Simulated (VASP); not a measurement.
Method: LDA (Ceperley-Alder, Perdew-Zunger), VASP's LDA PAW potentials (set 64) (plane waves; VASP).

A VASP calculation is set up with these files.

**KPOINTS**
```
k-points along high-symmetry lines
15
Line-mode
Reciprocal
  0.000000   0.000000   0.000000 ! GAMMA
  0.500000   0.000000   0.500000 ! X

  0.500000   0.000000   0.500000 ! X
  0.625000   0.250000   0.625000 ! U

  0.375000   0.375000   0.750000 ! K
  0.000000   0.000000   0.000000 ! GAMMA

  0.000000   0.000000   0.000000 ! GAMMA
  0.500000   0.500000   0.500000 ! L

  0.500000   0.500000   0.500000 ! L
  0.500000   0.250000   0.750000 ! W

  0.500000   0.250000   0.750000 ! W
  0.500000   0.000000   0.500000 ! X
```

### POSCAR
```
NaI
1
    0.0000000000     3.1264603786     3.1264603786
    3.1264603786     0.0000000000     3.1264603786
    3.1264603786     3.1264603786     0.0000000000
Na I
1 1
Direct
  0.0000000000   0.0000000000   0.0000000000
  0.5000000000   0.5000000000   0.5000000000
```

INCAR:
```
SYSTEM = NaI
PREC = Accurate; ENCUT = 400; LREAL = .FALSE.
LASPH = .TRUE.; ICHARG = 11
EDIFF = 1E-7; NELM = 100; ALGO = Normal
LMAXMIX = 4
ISMEAR = 0; SIGMA = 0.05
LWAVE = .FALSE.; LCHARG = .FALSE.; LORBIT = 11
```

POTCAR, in this order: Na_pv I (LDA.64 set). Program: vasp_std. Read from the step before: CHGCAR.

Output of the run:

**OSZICAR**
```
       N       E                     dE             d eps       ncg     rms          rms(c)
DAV:   1     0.680306280682E+02    0.68031E+02   -0.61412E+03  2004   0.951E+02
DAV:   2    -0.442926005090E+00   -0.68474E+02   -0.64406E+02  2136   0.214E+02
DAV:   3    -0.533473174608E+01   -0.48918E+01   -0.48710E+01  2413   0.596E+01
DAV:   4    -0.545907979912E+01   -0.12435E+00   -0.12428E+00  2561   0.101E+01
DAV:   5    -0.546169665825E+01   -0.26169E-02   -0.26168E-02  2316   0.142E+00
DAV:   6    -0.546182221761E+01   -0.12556E-03   -0.12556E-03  2895   0.297E-01
DAV:   7    -0.546182350879E+01   -0.12912E-05   -0.12912E-05  2372   0.219E-02
DAV:   8    -0.546182355537E+01   -0.46574E-07   -0.46570E-07  1862   0.368E-03
   1 F= -.54618236E+01 E0= -.54618236E+01  d E =-.277836E-17
```

### OUTCAR
```
 val. band max:        1.3968414032   @ k =   0.0000   0.0000   0.0000

 cond. band min:       5.0415902070   @ k =   0.0000   0.0000   0.0000



 k-point     1 :       0.0000    0.0000    0.0000
  band No.  band energies     occupation
      1     -20.9069      2.00000
      2     -20.9069      2.00000
      3     -20.9069      2.00000
      4      -9.9814      2.00000
      5       1.3968      2.00000
      6       1.3968      2.00000
      7       1.3968      2.00000
      8       5.0416      0.00000
      9       9.1872      0.00000
     10       9.1872      0.00000
     11       9.1872      0.00000

 k-point     2 :       0.0357    0.0000    0.0357
  band No.  band energies     occupation
      1     -20.9073      2.00000
      2     -20.9071      2.00000
      3     -20.9071      2.00000
      4      -9.9749      2.00000
      5       1.3373      2.00000
      6       1.3825      2.00000
      7       1.3825      2.00000
      8       5.1210      0.00000
      9       9.0973      0.00000
     10       9.2237      0.00000
     11       9.2237      0.00000

 k-point     3 :       0.0714    0.0000    0.0714
  band No.  band energies     occupation
      1     -20.9076      2.00000
      2     -20.9073      2.00000
      3     -20.9073      2.00000
      4      -9.9555      2.00000
      5       1.1747      2.00000
      6       1.3409      2.00000
      7       1.3409      2.00000
      8       5.3414      0.00000
      9       8.8705      0.00000
     10       9.3312      0.00000
     11       9.3312      0.00000

 k-point     4 :       0.1071    0.0000    0.1071
  band No.  band energies     occupation
      1     -20.9082      2.00000
      2     -20.9075      2.00000
      3     -20.9075      2.00000
      4      -9.9244      2.00000
      5       0.9443      2.00000
      6       1.2756      2.00000
      7       1.2756      2.00000
      8       5.6615      0.00000
      9       8.5790      0.00000
     10       9.5048      0.00000
...
```

The density is held fixed in this step, so its total energy and stress have no physical meaning. Unless said otherwise, spin-orbit coupling is left out, though it shifts the bands of the heavy elements here.

The compound is NaI in the rock salt structure. It was relaxed first, which changed the volume by -10 %.
